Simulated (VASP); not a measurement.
An input for Quantum ESPRESSO's pw.x (written as the equivalent of a VASP run, and not itself run):

```
&CONTROL
  calculation = 'vc-relax'
  pseudo_dir = './pseudo'
  outdir = './out'
  tprnfor = .true.
  tstress = .true.
  nstep = 60
  forc_conv_thr = 0.00039
/
&SYSTEM
  ibrav = 0
  nat = 1
  ntyp = 1
  ecutwfc = 68
  occupations = 'smearing'
  smearing = 'methfessel-paxton'
  degauss = 0.00735
  input_dft = 'pbe'
/
&ELECTRONS
  conv_thr = 7.3e-08
  electron_maxstep = 100
/
&IONS
/
&CELL
/
ATOMIC_SPECIES
  Ir 192.217 Ir.upf
CELL_PARAMETERS angstrom
     0.0000000    1.9200000    1.9200000
     1.9200000    0.0000000    1.9200000
     1.9200000    1.9200000    0.0000000
ATOMIC_POSITIONS crystal
  Ir   0.0000000  0.0000000  0.0000000
K_POINTS automatic
  15 15 15 0 0 0
```

Task: Write the VASP files for the same calculation (PBE).

Result: One answer among several that fit: 
POSCAR:
```
Ir
1.0
  0.0000000000   1.9200000000   1.9200000000
  1.9200000000   0.0000000000   1.9200000000
  1.9200000000   1.9200000000   0.0000000000
Ir
1
direct
  0.0000000000   0.0000000000   0.0000000000
```

KPOINTS:
```
Regular mesh
0
Gamma
  15 15 15
```

INCAR:
```
PREC = Accurate
LMAXMIX = 6   # l cut-off of mixed one-centre charges
SYSTEM = Ir
SIGMA = 0.1
ISMEAR = 1   # Methfessel-Paxton
EDIFFG = -0.01
GGA = PE
ALGO = Normal
LREAL = .FALSE.
LWAVE = .FALSE.
EDIFF = 1E-6
LCHARG = .FALSE.
NSW = 60
ISIF = 3   # ions, shape and volume
IBRION = 2   # conjugate gradients
ENCUT = 520   # plane-wave cut-off (eV)
NELM = 100   # most electronic steps
LASPH = .TRUE.
```

POTCAR, in this order: Ir (PBE.64 set). Program: vasp_std.

What does not carry over: the potentials are each code's own (VASP's PAW set, PseudoDojo norm-conserving files in pw.x), so ENCUT and ecutwfc are chosen apart and not converted; conv_thr bounds pw.x's estimated SCF error, while EDIFF bounds the energy change between steps; forc_conv_thr acts on force components and is met together with etot_conv_thr.

The compound is Ir in the fcc structure. This run relaxes it. Symmetry was kept, so distortions that lower it aren't found.
